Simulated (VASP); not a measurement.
Output of a VASP run:

File OSZICAR:
```
       N       E                     dE             d eps       ncg     rms          rms(c)
DAV:   1     0.125533222410E+03    0.12553E+03   -0.10693E+04  1440   0.112E+03
DAV:   2    -0.809253119423E+01   -0.13363E+03   -0.13016E+03  1942   0.267E+02
DAV:   3    -0.167540011717E+02   -0.86615E+01   -0.82687E+01  1714   0.497E+01
DAV:   4    -0.169132410338E+02   -0.15924E+00   -0.15906E+00  1806   0.736E+00
DAV:   5    -0.169157241969E+02   -0.24832E-02   -0.24829E-02  1850   0.904E-01    0.197E+01
DAV:   6    -0.147429526709E+02    0.21728E+01   -0.42584E+00  1584   0.897E+00    0.119E+01
DAV:   7    -0.144068181145E+02    0.33613E+00   -0.48724E+00  1708   0.789E+00    0.318E+00
DAV:   8    -0.143069511999E+02    0.99867E-01   -0.13695E+00  1542   0.456E+00    0.148E+00
DAV:   9    -0.142905540951E+02    0.16397E-01   -0.66919E-02  1570   0.128E+00    0.437E-01
DAV:  10    -0.142871028848E+02    0.34512E-02   -0.19857E-02  1650   0.570E-01    0.127E-01
DAV:  11    -0.142874447662E+02   -0.34188E-03   -0.18094E-03  1556   0.244E-01    0.590E-02
DAV:  12    -0.142874450796E+02   -0.31339E-06   -0.15768E-04  1870   0.593E-02    0.214E-02
DAV:  13    -0.142874694527E+02   -0.24373E-04   -0.40132E-05  1520   0.360E-02    0.437E-03
DAV:  14    -0.142874696430E+02   -0.19023E-06   -0.25629E-06  1382   0.804E-03
   1 F= -.14287470E+02 E0= -.14285148E+02  d E =-.464249E-02
```

File OUTCAR:
```
------------------------ aborting loop because EDIFF is reached ----------------------------------------
  FORCE on cell =-STRESS in cart. coord.  units (eV):
  Direction    XX          YY          ZZ          XY          YZ          ZX
  --------------------------------------------------------------------------------------
  Total        7.5821674      7.5821674     -2.8195697      0.0000000     -0.0000000      0.0000000
  in kB       91.5025524     91.5025524    -34.0269223      0.0000000     -0.0000000      0.0000000
  external PRESSURE =      49.6593942 kB  Pullay stress =       0.0000000 kB
  volume of cell :      132.76
      direct lattice vectors                 reciprocal lattice vectors
     4.723064000  0.000000000  0.000000000     0.211726964  0.000000000  0.000000000
     0.000000000  4.723064000  0.000000000     0.000000000  0.211726964  0.000000000
     0.000000000  0.000000000  5.951454000     0.000000000  0.000000000  0.168026166
 POSITION                                       TOTAL-FORCE (eV/Angst)
 -----------------------------------------------------------------------------------
      2.36153      0.00000      1.40930         0.000000     -0.000000     -0.459551
      0.00000      2.36153      4.54215        -0.000000      0.000000      0.459551
      0.00000      0.00000      0.00000         0.000000     -0.000000      0.000000
      2.36153      2.36153      0.00000         0.000000      0.000000      0.000000
 -----------------------------------------------------------------------------------
    total drift:                                0.000000     -0.000000     -0.000000
  FREE ENERGIE OF THE ION-ELECTRON SYSTEM (eV)
  ---------------------------------------------------
  free  energy   TOTEN  =       -14.2874696430 eV

  energy  without entropy=      -14.2828271554  energy(sigma->0) =      -14.28514840
```
(Selected blocks of OUTCAR.)

### POSCAR
```
YbSe
1
    4.7230640000     0.0000000000     0.0000000000
    0.0000000000     4.7230640000     0.0000000000
    0.0000000000     0.0000000000     5.9514540000
Yb Se
2 2
Direct
  0.5000000000   0.0000000000   0.2368000000
  0.0000000000   0.5000000000   0.7632000000
  0.0000000000   0.0000000000   0.0000000000
  0.5000000000   0.5000000000   0.0000000000
```

Task: Write an INCAR and KPOINTS that could have produced this output.

Result: Several could match; the one computed here: the input of the run itself, PBE GGA, plane waves, VASP's PBE PAW potentials (set 64).

### INCAR
```
LWAVE  =  F
SYSTEM  =  YbSe
PREC  =  Accurate
KSPACING  =  0.2
LCHARG  =  F
SIGMA  =  0.05
LREAL  =  F   ! projection in real space or not
EDIFF  =  1E-6
ALGO  =  Normal   ! blocked Davidson
ENCUT  =  400   ! plane-wave cut-off (eV)
NELM  =  100
LMAXMIX  =  6   ! l cut-off of mixed one-centre charges
ISMEAR  =  0
ISIF  =  2   ! forces and stress, cell fixed
KGAMMA  =  T
LASPH  =  T   ! aspherical one-centre terms
GGA  =  PE   ! PBE
```

POTCAR, in this order: Yb_2 Se (PBE.64 set). Program: vasp_std.

The 4f electrons are frozen in the core of the lanthanide potential, so 4f levels, which can set the real gap, and their magnetism are missing.

The structure was generated: YbSe was put into the litharge type (P4/nmm), which need not be its known phase. The cell was not relaxed at this level. The run is one of a series of settings (KGAMMA = .TRUE., KSPACING = 0.2, KPOINTS file removed against the base run), some of them coarse on purpose.
